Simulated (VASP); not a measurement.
Write the native input for VASP 6.6.1 that does the following.

* Task: relaxation of the atoms
* Functional: r2SCAN
* Dispersion: D3(BJ)
* Potentials or basis: VASP PAW PBE potentials, release 64 (F, Si, Cl, Br)
* Cutoff: 520 eV
* k mesh: 1 × 1 × 1
* Occupations: gaussian, width 0.01 eV
* Spin: no spin polarisation
* Further INCAR settings: ALGO = Normal; EDIFF = 1e-07; IBRION = 2; EDIFFG = -0.01; NSW = 60

The structure of F2SiClBr lies in POSCAR:

```
SiBrClF2
1.0
   12.0000000000      0.0000000000      0.0000000000
    0.0000000000     12.0000000000      0.0000000000
    0.0000000000      0.0000000000     12.0000000000
F Si Cl Br
2 1 1 1
Cartesian
    7.2769500000      4.5487500000      6.1121000400
    5.2916499600      5.4233499600      7.4261000400
    5.9966499600      5.4559500000      6.0216999600
    4.7490500400      4.6969500000      4.6419000000
    6.5878500000      7.4932500000      5.5587999600
```

One way to write it, as run:

INCAR

```
SYSTEM = SiBrClF2
PREC = Accurate
ENCUT = 520
EDIFF = 1E-7
ISMEAR = 0
SIGMA = 0.01
LREAL = .FALSE.
LASPH = .TRUE.
NELM = 100
ALGO = Normal
ISIF = 2
LWAVE = .FALSE.
LCHARG = .FALSE.
METAGGA = R2SCAN
LMIXTAU = .TRUE.
IVDW = 12
VDW_S6 = 1.0
VDW_S8 = 0.78981345
VDW_A1 = 0.49484001
VDW_A2 = 5.73083694
IBRION = 2
NSW = 60
EDIFFG = -0.01
```

KPOINTS

```
Automatic mesh
0
G
  1 1 1
  0 0 0
```

Potentials or basis: VASP PAW PBE potentials, release 64 (F, Si, Cl, Br).

The run is started by

```bash
$ cat potpaw_PBE.64/F/POTCAR potpaw_PBE.64/Si/POTCAR potpaw_PBE.64/Cl/POTCAR potpaw_PBE.64/Br/POTCAR > POTCAR
$ mpirun -np 1 vasp_gam > vasp.out
```

It gave:

```json
{
 "Energy gained by relaxing": "0.3 meV/atom",
 "Ionic steps": "5",
 "Largest force after relaxing": "0.007 eV/Å",
 "Gap between the frontier levels": "7.18 eV",
 "Dispersion energy per atom": "-0.008 eV"
}
```

Caveat: the PAW data sets were made with another functional, which shifts forces and pressure a little.

It took 16 min on 1 thread of Intel(R) Xeon(R) 6975P-C (Granite Rapids) (shared host), peak memory 1.8 GiB.
